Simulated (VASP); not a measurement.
Method: r2SCAN meta-GGA, VASP's PBE PAW potentials (set 64) (plane waves; VASP).

VASP ran on this input.

**INCAR**
```
SYSTEM = FeAl(110) slab
PREC = Normal
ENCUT = 400
EDIFF = 1E-5
NELM = 100
ALGO = Normal
LREAL = .FALSE.
LASPH = .TRUE.
ISMEAR = 1
SIGMA = 0.1
METAGGA = R2SCAN
LMIXTAU = .TRUE.
LMAXMIX = 4
LWAVE = .TRUE.
LCHARG = .FALSE.
NELMIN = 4
LDIPOL = .TRUE.
IDIPOL = 3
DIPOL = 0.5 0.5 0.5
IBRION = 2
ISIF = 2
NSW = 50
EDIFFG = -0.03
```

**POSCAR**
```
FeAl(110) slab
1
    2.8399035830     0.0000000000     0.0000000000
    0.0000000000     4.0162297076     0.0000000000
    0.0000000000     0.0000000000    24.6792539958
Al Fe
5 5
Direct
  0.5000000000   0.0000000000   0.3372630000
  0.5000000000   0.5000000000   0.4186310000
  0.5000000000   0.0000000000   0.5000000000
  0.5000000000   0.5000000000   0.5813690000
  0.5000000000   0.0000000000   0.6627370000
  0.0000000000   0.5000000000   0.3372630000
  0.0000000000   0.0000000000   0.4186310000
  0.0000000000   0.5000000000   0.5000000000
  0.0000000000   0.0000000000   0.5813690000
  0.0000000000   0.5000000000   0.6627370000
```

**KPOINTS**
```
Automatic mesh
0
Gamma
10 7 1
0 0 0
```

POTCAR, in this order: Al Fe (PBE.64 set). Program: vasp_std.

The run wrote:

OSZICAR:
```
...
DAV:  29    -0.104148522991E+03    0.34137E+00   -0.71886E-02  2545   0.276E+00    0.489E+00
DAV:  30    -0.103703611615E+03    0.44491E+00   -0.23055E-01  2521   0.394E+00    0.334E+00
DAV:  31    -0.103469516068E+03    0.23410E+00   -0.22966E-02  2104   0.141E+00    0.249E+00
DAV:  32    -0.103362670641E+03    0.10685E+00   -0.92396E-03  2392   0.789E-01    0.241E+00
DAV:  33    -0.103126137338E+03    0.23653E+00   -0.27984E-02  2170   0.137E+00    0.214E+00
DAV:  34    -0.102960276095E+03    0.16586E+00   -0.21718E-02  1651   0.108E+00    0.166E+00
DAV:  35    -0.102930654757E+03    0.29621E-01   -0.19526E-03  2246   0.339E-01    0.146E+00
DAV:  36    -0.102874028120E+03    0.56627E-01   -0.55341E-03  1594   0.501E-01    0.140E+00
DAV:  37    -0.102782696734E+03    0.91331E-01   -0.16332E-02  1586   0.867E-01    0.127E+00
DAV:  38    -0.102757858425E+03    0.24838E-01   -0.27620E-03  2048   0.374E-01    0.112E+00
DAV:  39    -0.102753658818E+03    0.41996E-02   -0.13579E-04  2242   0.723E-02    0.106E+00
DAV:  40    -0.102757638546E+03   -0.39797E-02   -0.11731E-04  1737   0.775E-02    0.108E+00
DAV:  41    -0.102695720303E+03    0.61918E-01   -0.15861E-02  1586   0.749E-01    0.910E-01
DAV:  42    -0.102692903632E+03    0.28167E-02   -0.63917E-04  2153   0.183E-01    0.871E-01
DAV:  43    -0.102690678341E+03    0.22253E-02   -0.10448E-04  1704   0.696E-02    0.852E-01
DAV:  44    -0.102683142344E+03    0.75360E-02   -0.33918E-03  1586   0.396E-01    0.821E-01
DAV:  45    -0.102683242283E+03   -0.99938E-04   -0.32637E-04  1650   0.137E-01    0.805E-01
DAV:  46    -0.102683275666E+03   -0.33383E-04   -0.11661E-03  1587   0.261E-01    0.756E-01
DAV:  47    -0.102683501940E+03   -0.22627E-03   -0.15575E-03  1588   0.193E-01    0.704E-01
DAV:  48    -0.102681577369E+03    0.19246E-02   -0.45544E-04  1720   0.109E-01    0.640E-01
DAV:  49    -0.102681471446E+03    0.10592E-03   -0.19874E-05  1528   0.331E-02    0.640E-01
DAV:  50    -0.102681326628E+03    0.14482E-03   -0.66855E-06   859   0.181E-02    0.639E-01
DAV:  51    -0.102681717424E+03   -0.39080E-03   -0.96287E-03  1587   0.420E-01    0.612E-01
DAV:  52    -0.102679920877E+03    0.17965E-02   -0.19593E-03  1588   0.328E-01    0.571E-01
DAV:  53    -0.102682465682E+03   -0.25448E-02   -0.84007E-04  1588   0.211E-01    0.541E-01
DAV:  54    -0.102683622941E+03   -0.11573E-02   -0.10189E-03  1588   0.220E-01    0.435E-01
DAV:  55    -0.102683119504E+03    0.50344E-03   -0.65628E-04  1630   0.149E-01    0.308E-01
DAV:  56    -0.102672028952E+03    0.11091E-01   -0.40559E-03  1600   0.314E-01    0.115E-01
DAV:  57    -0.102675643637E+03   -0.36147E-02   -0.30543E-04  1814   0.119E-01    0.146E-01
DAV:  58    -0.102677386754E+03   -0.17431E-02   -0.78653E-05  1794   0.455E-02    0.126E-01
DAV:  59    -0.102679363881E+03   -0.19771E-02   -0.12237E-04  1594   0.593E-02    0.910E-02
DAV:  60    -0.102680961315E+03   -0.15974E-02   -0.11151E-04  1632   0.615E-02    0.895E-02
DAV:  61    -0.102677617126E+03    0.33442E-02   -0.36096E-04  1589   0.960E-02    0.454E-02
DAV:  62    -0.102677990763E+03   -0.37364E-03   -0.78548E-06   975   0.257E-02    0.457E-02
DAV:  63    -0.102678012129E+03   -0.21366E-04   -0.14833E-06   802   0.106E-02    0.459E-02
DAV:  64    -0.102678317208E+03   -0.30508E-03   -0.47675E-06   798   0.178E-02    0.393E-02
DAV:  65    -0.102679329189E+03   -0.10120E-02   -0.38715E-05  1514   0.335E-02    0.360E-02
DAV:  66    -0.102680135614E+03   -0.80643E-03   -0.43016E-05  1599   0.426E-02    0.509E-02
DAV:  67    -0.102680577629E+03   -0.44201E-03   -0.25494E-05  1384   0.328E-02    0.472E-02
DAV:  68    -0.102681182675E+03   -0.60505E-03   -0.33418E-05  1463   0.322E-02    0.417E-02
DAV:  69    -0.102681552639E+03   -0.36996E-03   -0.12577E-05  1070   0.223E-02    0.383E-02
DAV:  70    -0.102681928547E+03   -0.37591E-03   -0.17882E-05  1234   0.234E-02    0.326E-02
DAV:  71    -0.102682473738E+03   -0.54519E-03   -0.48890E-05  1660   0.352E-02    0.369E-02
DAV:  72    -0.102682765796E+03   -0.29206E-03   -0.23014E-05  1440   0.291E-02    0.256E-02
DAV:  73    -0.102682988890E+03   -0.22309E-03   -0.22536E-05  1362   0.262E-02    0.161E-02
DAV:  74    -0.102683134048E+03   -0.14516E-03   -0.12989E-05  1066   0.227E-02    0.128E-02
DAV:  75    -0.102683160740E+03   -0.26693E-04   -0.31916E-06   811   0.151E-02    0.753E-03
DAV:  76    -0.102683222458E+03   -0.61718E-04   -0.51957E-06   939   0.154E-02    0.564E-03
DAV:  77    -0.102683261749E+03   -0.39291E-04   -0.47040E-06   889   0.175E-02    0.392E-03
DAV:  78    -0.102683281961E+03   -0.20212E-04   -0.24835E-06   824   0.141E-02    0.271E-03
DAV:  79    -0.102683319298E+03   -0.37337E-04   -0.48070E-06   948   0.183E-02    0.175E-03
DAV:  80    -0.102683330710E+03   -0.11412E-04   -0.32922E-06   931   0.159E-02    0.191E-03
DAV:  81    -0.102683334486E+03   -0.37763E-05   -0.45161E-06   923   0.179E-02
   1 F= -.10268333E+03 E0= -.10268177E+03  d E =-.102683E+03
       N       E                     dE             d eps       ncg     rms          rms(c)
DAV:   1    -0.102684279902E+03   -0.94919E-03   -0.20720E-01  1584   0.240E+00    0.112E-01
DAV:   2    -0.102688963120E+03   -0.46832E-02   -0.24608E-02  2715   0.158E+00    0.121E+00
DAV:   3    -0.102684187860E+03    0.47753E-02   -0.23717E-02  2856   0.159E+00    0.241E-01
DAV:   4    -0.102684167046E+03    0.20814E-04   -0.20244E-03  2577   0.531E-01    0.982E-02
DAV:   5    -0.102684442845E+03   -0.27580E-03   -0.50418E-04  2398   0.267E-01    0.464E-02
DAV:   6    -0.102684552697E+03   -0.10985E-03   -0.12960E-04  2299   0.106E-01    0.228E-02
DAV:   7    -0.102684598877E+03   -0.46180E-04   -0.68596E-05  1533   0.762E-02    0.156E-02
DAV:   8    -0.102684675772E+03   -0.76895E-04   -0.37170E-05  1381   0.566E-02    0.473E-03
DAV:   9    -0.102684647657E+03    0.28115E-04   -0.23933E-05  1300   0.444E-02    0.174E-03
DAV:  10    -0.102684688800E+03   -0.41143E-04   -0.95598E-06  1043   0.295E-02    0.348E-03
DAV:  11    -0.102684680162E+03    0.86380E-05   -0.20454E-06   824   0.138E-02
   2 F= -.10268468E+03 E0= -.10268324E+03  d E =-.134568E-02
       N       E                     dE             d eps       ncg     rms          rms(c)
DAV:   1    -0.102684554602E+03    0.13420E-03   -0.41739E-01  1584   0.341E+00    0.155E-01
DAV:   2    -0.102692888541E+03   -0.83339E-02   -0.44275E-02  2697   0.211E+00    0.160E+00
DAV:   3    -0.102684591233E+03    0.82973E-02   -0.42566E-02  2824   0.213E+00    0.342E-01
DAV:   4    -0.102684545454E+03    0.45779E-04   -0.40578E-03  2593   0.747E-01    0.145E-01
DAV:   5    -0.102684950929E+03   -0.40547E-03   -0.10200E-03  2439   0.382E-01    0.672E-02
DAV:   6    -0.102685146460E+03   -0.19553E-03   -0.25034E-04  2391   0.146E-01    0.325E-02
DAV:   7    -0.102685253544E+03   -0.10708E-03   -0.10917E-04  1600   0.935E-02    0.216E-02
DAV:   8    -0.102685391029E+03   -0.13749E-03   -0.65829E-05  1540   0.750E-02    0.680E-03
DAV:   9    -0.102685328217E+03    0.62812E-04   -0.40550E-05  1467   0.603E-02    0.241E-03
DAV:  10    -0.102685383127E+03   -0.54910E-04   -0.15975E-05  1214   0.418E-02    0.424E-03
DAV:  11    -0.102685377234E+03    0.58935E-05   -0.42800E-06   900   0.223E-02
   3 F= -.10268538E+03 E0= -.10268413E+03  d E =-.204275E-02
       N       E                     dE             d eps       ncg     rms          rms(c)
DAV:   1    -0.102685616278E+03   -0.23315E-03   -0.44925E-02  1584   0.114E+00    0.148E-01
DAV:   2    -0.102705221624E+03   -0.19605E-01   -0.98249E-02  2975   0.301E+00    0.248E+00
DAV:   3    -0.102684985488E+03    0.20236E-01   -0.90364E-02  3016   0.286E+00    0.130E-01
DAV:   4    -0.102685518810E+03   -0.53332E-03   -0.14426E-03  2485   0.450E-01    0.114E-01
DAV:   5    -0.102685609479E+03   -0.90668E-04   -0.29076E-04  2275   0.240E-01    0.180E-02
DAV:   6    -0.102685619848E+03   -0.10369E-04   -0.40942E-05  1420   0.661E-02    0.811E-03
DAV:   7    -0.102685652043E+03   -0.32195E-04   -0.23963E-05  1250   0.556E-02    0.128E-02
DAV:   8    -0.102685656778E+03   -0.47351E-05   -0.54055E-06   932   0.308E-02
   4 F= -.10268566E+03 E0= -.10268441E+03  d E =-.279544E-03
```

**OUTCAR**
```
------------------------ aborting loop because EDIFF is reached ----------------------------------------
  FORCE on cell =-STRESS in cart. coord.  units (eV):
  Direction    XX          YY          ZZ          XY          YZ          ZX
  --------------------------------------------------------------------------------------
  Total       -3.9137762     -3.9268662     -0.3655603     -0.0000000      0.0000000      0.0000000
  in kB      -22.2767793    -22.3512862     -2.0807288     -0.0000000      0.0000000      0.0000000
  external PRESSURE =     -15.5695981 kB  Pullay stress =       0.0000000 kB
  volume of cell :      281.48
      direct lattice vectors                 reciprocal lattice vectors
     2.839903583  0.000000000  0.000000000     0.352124631  0.000000000  0.000000000
     0.000000000  4.016229708  0.000000000     0.000000000  0.248989742  0.000000000
     0.000000000  0.000000000 24.679253996     0.000000000  0.000000000  0.040519863
 POSITION                                       TOTAL-FORCE (eV/Angst)
 -----------------------------------------------------------------------------------
      1.41995      0.00000      8.31326        -0.000000     -0.000000      0.004052
      1.41995      2.00811     10.33355         0.000000     -0.000000      0.024546
      1.41995      0.00000     12.33963        -0.000000     -0.000000      0.000000
      1.41995      2.00811     14.34570        -0.000000      0.000000     -0.024546
      1.41995      0.00000     16.36600        -0.000000     -0.000000     -0.004052
      0.00000      2.00811      8.33634        -0.000000     -0.000000      0.012129
      2.83990      4.01623     10.33519        -0.000000     -0.000000     -0.018823
      0.00000      2.00811     12.33963        -0.000000     -0.000000      0.000000
      0.00000      0.00000     14.34406         0.000000      0.000000      0.018823
      0.00000      2.00811     16.34291        -0.000000     -0.000000     -0.012129
 -----------------------------------------------------------------------------------
    total drift:                                0.000000      0.000000      0.000000
  FREE ENERGIE OF THE ION-ELECTRON SYSTEM (eV)
  ---------------------------------------------------
  free  energy   TOTEN  =      -102.6856567777 eV

  energy  without entropy=     -102.6819306419  energy(sigma->0) =     -102.68441473

 reached required accuracy - stopping structural energy minimisation
```
(Selected blocks of OUTCAR.)

### CONTCAR
```
FeAl(110) slab
   1.00000000000000
     2.8399035829999999    0.0000000000000000    0.0000000000000000
     0.0000000000000000    4.0162297076000000    0.0000000000000000
     0.0000000000000000    0.0000000000000000   24.6792539957999999
  Al              Fe
     5     5
Direct
     0.5000000000000000    0.0000000000000000    0.3368520754686993
     0.5000000000000000    0.5000000000000000    0.4187141635477427
     0.5000000000000000    0.0000000000000000    0.5000000000000000
     0.5000000000000000    0.5000000000000000    0.5812858364522573
     0.5000000000000000    0.0000000000000000    0.6631479245313007
     0.0000000000000000    0.5000000000000000    0.3377874682426704
     1.0000000000000000    1.0000000000000000    0.4187806422858465
     0.0000000000000000    0.5000000000000000    0.5000000000000000
     0.0000000000000000    0.0000000000000000    0.5812193577141535
     0.0000000000000000    0.5000000000000000    0.6622125317573296
```

The cell is a thin slab with vacuum, built from FeAl (CsCl type): (110) face. The run is not spin-polarised, so no magnetic state was tried.
